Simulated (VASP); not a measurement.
# Interstitial N in Co

How easily does interstitial N form in Co? The host is relaxed first, then a supercell is run with and without the defect.

Program: VASP 6.6.1. Level of theory: PBEsol, spin-polarised from a ferromagnetic start; plane waves and PAW (Co), in the first sound run; inputs show where later runs differ. Results are calculated unless marked as measured.

## (1) The host crystal

Symmetry: P6_3/mmc, No. 194, hexagonal system. The conventional cell has a = 2.453 Å, b = 2.453 Å, c = 3.959 Å, α = 90.00°, β = 90.00°, γ = 120.00°. Co has 12 Co at 2.43 to 2.45 Å nearest.

## (2) Relax the host again, on a new basis

The volume changed by more than 5 %, so the plane waves of the start no longer fit; a second relaxation removes that error.

File INCAR:

```
SYSTEM = Co
PREC = Accurate
ENCUT = 400
EDIFF = 1E-06
NELM = 120
ISMEAR = 1
SIGMA = 0.15
LREAL = .FALSE.
ALGO = Normal
GGA = PS
NBANDS = 19
ISPIN = 2
MAGMOM = 2 2
LASPH = .TRUE.
LMAXMIX = 4
LORBIT = 11
LWAVE = .FALSE.
LCHARG = .FALSE.
KPAR = 8
IBRION = 2
NSW = 30
ISIF = 3
EDIFFG = -0.02
POTIM = 0.4
```

File POSCAR:

```
Co
1.0
    2.4532079159      0.0000000000      0.0000000000
   -1.2266039580      2.1245403759      0.0000000000
    0.0000000000      0.0000000000      3.9593264994
Co
2
Direct
    0.0000000000      0.0000000000      0.0000000000
    0.3333333333      0.6666666667      0.5000000000
```

File KPOINTS:

```
Automatic mesh
0
Gamma
15 15 8
0 0 0
```

Potentials, in the order of the species: Co (PBE family, release 64).

Launch:

```
$ mpirun -np 8 vasp_std
```

What it wrote:

```text
[banner, memory and clock lines left out]
running    8 mpi-ranks, on    1 nodes
 distrk:  each k-point on    1 cores,    8 groups
 distr:  one band on    1 cores,    1 groups

 POSCAR found type information on POSCAR Co
 POSCAR found :  1 types and       2 ions
|                                                                             |
|           W    W    AA    RRRRR   N    N  II  N    N   GGGG   !!!           |
|           W    W   A  A   R    R  NN   N  II  NN   N  G    G  !!!           |
|           W    W  A    A  R    R  N N  N  II  N N  N  G       !!!           |
|           W WW W  AAAAAA  RRRRR   N  N N  II  N  N N  G  GGG   !            |
|           WW  WW  A    A  R   R   N   NN  II  N   NN  G    G                |
|           W    W  A    A  R    R  N    N  II  N    N   GGGG   !!!           |
|                                                                             |
|     For optimal performance we recommend to set                             |
|       NCORE = 2 up to number-of-cores-per-socket                            |
|     NCORE specifies how many cores store one orbital (NPAR=cpu/NCORE).      |
|     This setting can greatly improve the performance of VASP for DFT.       |
|     The default, NCORE=1 might be grossly inefficient on modern             |
|     multi-core architectures or massively parallel machines. Do your        |
|     Unfortunately you need to use the default for GW and RPA                |
|     calculations (for HF NCORE is supported but not extensively tested      |
|     yet).                                                                   |
|                                                                             |

|                                                                             |
|               ----> ADVICE to this user running VASP <----                  |
|                                                                             |
|     You enforced a specific xc type in the INCAR file but a different       |
|     [... a line on the potential file left out ...]
|     I HOPE YOU KNOW WHAT YOU ARE DOING!                                     |
|                                                                             |

 LDA part: xc-table for (Slater+PW92), standard interpolation
 POSCAR, INCAR and KPOINTS ok, starting setup
 FFT: planning ... GRIDC
 FFT: planning ... GRID_SOFT
 FFT: planning ... GRID
 WAVECAR not read
 entering main loop
       N       E                     dE             d eps       ncg     rms          rms(c)
DAV:   1     0.732829739962E+02    0.73283E+02   -0.65678E+03 10844   0.104E+03
DAV:   2    -0.144968166363E+02   -0.87780E+02   -0.79455E+02 10458   0.204E+02
DAV:   3    -0.178587086166E+02   -0.33619E+01   -0.32572E+01 11389   0.501E+01
DAV:   4    -0.179175268503E+02   -0.58818E-01   -0.58768E-01 13151   0.561E+00
DAV:   5    -0.179188141990E+02   -0.12873E-02   -0.12872E-02 11905   0.711E-01    0.167E+01
DAV:   6    -0.158968366395E+02    0.20220E+01   -0.86187E+00 11294   0.616E+01    0.659E+00
DAV:   7    -0.155205948804E+02    0.37624E+00   -0.12476E+00 12011   0.214E+01    0.397E+00
DAV:   8    -0.154937882435E+02    0.26807E-01   -0.15947E-02 14689   0.130E+00    0.183E+00
DAV:   9    -0.154768892040E+02    0.16899E-01   -0.27875E-03 16732   0.994E-01    0.481E-01
DAV:  10    -0.154762003369E+02    0.68887E-03   -0.53828E-04 13578   0.285E-01    0.135E-01
DAV:  11    -0.154761356365E+02    0.64700E-04   -0.49886E-05 14842   0.108E-01    0.288E-02
DAV:  12    -0.154761310275E+02    0.46090E-05   -0.51940E-06 10915   0.206E-02    0.171E-02
DAV:  13    -0.154761300761E+02    0.95137E-06   -0.17817E-06  8526   0.167E-02
   1 F= -.15476130E+02 E0= -.15476647E+02  d E =-.154761E+02  mag=     3.1645
 curvature:   0.00 expect dE= 0.000E+00 dE for cont linesearch  0.000E+00
 trial: gam= 0.00000 g(F)=  0.192E-48 g(S)=  0.184E-04 ort = 0.000E+00 (trialstep = 0.100E+01)
 search vector abs. value=  0.184E-04
 reached required accuracy - stopping structural energy minimisation
```

It took 14 s on 8 MPI ranks of Intel Xeon Platinum 8488C (Sapphire Rapids), shared host; peak memory 1.3 GiB.

Lines that name or quote the potential files are left out of all logs, and their timing lines are given in words.

From OUTCAR (step 2):

```text
ion  position               nearest neighbor table
   1  0.000  0.000  0.000-   2 2.43   2 2.43   2 2.43   2 2.43   2 2.43   2 2.43
   2  0.333  0.667  0.500-   1 2.43   1 2.43   1 2.43   1 2.43   1 2.43   1 2.43

  LATTYP: Found a hexagonal cell.
 ALAT       =     2.4532079159
 C/A-ratio  =     1.6139384166

 Subroutine GETGRP returns: Found 24 space group operations
 (whereof 12 operations were pure point group operations)

The static configuration has the point symmetry D_3h.
 The point group associated with its full space group is D_6h.

 Found    135 irreducible k-points:

   k-points           NKPTS =    135   k-points in BZ     NKDIM =    135   number of bands    NBANDS=     19

   dimension x,y,z NGX =    16 NGY =   16 NGZ =   28
   dimension x,y,z NGXF=    32 NGYF=   32 NGZF=   56

   ENCUT  =  400.0 eV  29.40 Ry    5.42 a.u.   4.00  4.00  6.46*2*pi/ulx,y,z

   NELECT =      18.0000    total number of electrons

 k-points in reciprocal lattice and weights: Automatic mesh
   0.00000000  0.00000000  0.00000000       0.001
   0.06666667  0.00000000  0.00000000       0.003
   0.13333333 -0.00000000  0.00000000       0.003
   0.20000000 -0.00000000  0.00000000       0.003
   0.26666667 -0.00000000  0.00000000       0.003
   0.33333333  0.00000000  0.00000000       0.003
   0.40000000  0.00000000  0.00000000       0.003
   0.46666667  0.00000000  0.00000000       0.003
   0.06666667  0.06666667  0.00000000       0.003
[...]
0.33333333  0.26666667  0.50000000       0.007
   0.33333333  0.33333333  0.50000000       0.001

 average (electrostatic) potential at core
       1 -77.4785       2 -77.4785

 E-fermi :  10.7877

 spin component 1
 k-point     1 :       0.0000    0.0000    0.0000
  band No.  band energies     occupation
    ...
      8       8.8717      1.00000
      9       8.8717      1.00000
     10      10.0762      1.00000
     11      10.0762      1.00000
     12      10.6549      1.00878
     13      17.6197      0.00000
     14      33.1157      0.00000
     15      36.1551      0.00000
     16      36.1551      0.00000
     17      36.3833      0.00000
    ...

 k-point     2 :       0.0667    0.0000    0.0000
  band No.  band energies     occupation
    ...
      7       8.5700      1.00000
      8       8.7770      1.00000
      9       8.8210      1.00000
     10       9.3701      1.00000
     11      10.0984      1.00000
     12      11.5612     -0.00000
     13      17.6434      0.00000
     14      32.0512      0.00000
     15      34.1156      0.00000
     16      34.4651      0.00000
    ...

 k-point     3 :       0.1333   -0.0000    0.0000
  band No.  band energies     occupation
    ...
      7       8.5525      1.00000
      8       8.6882      1.00000
      9       8.7706      1.00000
     10       8.9198      1.00000
     11      10.1512      1.00000
     12      12.8426     -0.00000
     13      17.7235      0.00000
     14      29.1782      0.00000
     15      32.4258      0.00000
     16      33.1984      0.00000
    ...

 k-point     4 :       0.2000   -0.0000    0.0000
  band No.  band energies     occupation
    ...
      7       8.7342      1.00000
      8       8.8127      1.00000
      9       8.8439      1.00000
     10       9.0760      1.00000
     11      10.2100      1.00000
     12      14.2625      0.00000
     13      17.8807      0.00000
     14      26.0721      0.00000
     15      30.5588      0.00000
     16      32.4504      0.00000
    ...

 k-point     5 :       0.2667   -0.0000    0.0000
  band No.  band energies     occupation
    ...
      7       8.5682      1.00000
      8       9.2371      1.00000
      9       9.2654      1.00000
     10       9.4449      1.00000
     11      10.2596      1.00000
     12      15.7980      0.00000
     13      18.1049      0.00000
     14      23.1682      0.00000
     15      28.9265      0.00000
     16      30.7275      0.00000
    ...

 k-point     6 :       0.3333    0.0000    0.0000
  band No.  band energies     occupation
    ...
      7       8.4192      1.00000
      8       9.6644      1.00000
      9       9.8237      1.00000
     10       9.8768      1.00000
     11      10.2948      1.00002
     12      17.4273      0.00000
     13      18.0471      0.00000
     14      20.9795      0.00000
     15      27.5905      0.00000
     16      28.2671      0.00000
    ...

  Total        0.0131591      0.0131591     -0.0246243     -0.0000000      0.0000000      0.0000000
  in kB        1.0216865      1.0216865     -1.9118476     -0.0000000      0.0000000      0.0000000
  external PRESSURE =       0.0438418 kB  Pullay stress =       0.0000000 kB

  energy-cutoff  :      400.00
  volume of cell :       20.64
      direct lattice vectors                 reciprocal lattice vectors
     2.453207916  0.000000000  0.000000000     0.407629534  0.235345021  0.000000000
    -1.226603958  2.124540376  0.000000000     0.000000000  0.470690043  0.000000000
     0.000000000  0.000000000  3.959326499     0.000000000  0.000000000  0.252568208

 POSITION                                       TOTAL-FORCE (eV/Angst)
 -----------------------------------------------------------------------------------
      0.00000      0.00000      0.00000        -0.000000      0.000000      0.000000
     -0.00000      1.41636      1.97966         0.000000      0.000000      0.000000
 -----------------------------------------------------------------------------------
    total drift:                                0.000000     -0.000000     -0.000000

  FREE ENERGIE OF THE ION-ELECTRON SYSTEM (eV)
  ---------------------------------------------------
  free  energy   TOTEN  =       -15.4761300761 eV

  energy  without entropy=      -15.4776816468  energy(sigma->0) =      -15.47664727

 reached required accuracy - stopping structural energy minimisation

 total charge
# of ion       s       p       d       tot
------------------------------------------
    1        0.511   0.570   7.290   8.371
    2        0.511   0.570   7.290   8.371
--------------------------------------------------
tot          1.023   1.141  14.580  16.743

 magnetization (x)
# of ion       s       p       d       tot
------------------------------------------
    1       -0.015  -0.050   1.653   1.588
    2       -0.015  -0.050   1.653   1.588
--------------------------------------------------
tot         -0.030  -0.101   3.306   3.175

[... 6 further parts left out ...]
```

CONTCAR:

```
Co
   1.00000000000000
     2.4532079159000002    0.0000000000000000    0.0000000000000000
    -1.2266039580000001    2.1245403759000001    0.0000000000000000
     0.0000000000000000    0.0000000000000000    3.9593264993999999
  Co
     2
Direct
     0.0000000000000000    0.0000000000000000    0.0000000000000000
     0.3333333332999970    0.6666666667000030    0.5000000000000000
```

The magnetic state follows from one typed start and may not be the lowest. The PAW data sets were made with PBE, which is usual practice but a small mismatch for other functionals. The run keeps the 24 symmetry operations of its start, so it cannot find a distortion of lower symmetry.

Little changed from the start: no atom moved by 0.005 Å and no cell edge by 0.1 %.

This step gave:

| Quantity | Value |
| --- | --- |
| electronic cycles | 13 |
| electrons | 18 |
| free energy (TOTEN) | -15.48 eV |
| energy at zero smearing | -15.48 eV |
| Fermi energy | 10.79 eV |
| moment of the cell, from the last line of the log | 3.164 μB |
| labelled metallic, from the levels on this mesh | yes |

Spin moment in the PAW sphere by atom:

```
atom  spin moment in the PAW sphere (μB)
 Co1                                1.59
 Co2                                1.59
```

The start already met the threshold, so nothing moved.

(Part 1 of 4 ends here.)

[Lines on the potential files, build, host, timing and source positions are cut from VASP's logs without a mark.]

[Logs are printed without paths, hosts, clocks, repeated set-up lines and the standing remarks that a program may print on its own settings, such as how far it seeks lower states.]

[Hosts, paths, dates, database ids (printed as entryN), source tags and the programs' standing remarks are cut or masked in the printed files.]

[In band tables of VASP the shares of atoms and orbitals are scaled to a sum of 1 inside the atoms' spheres.]

[Runs that stopped without an error message from VASP are left out.]
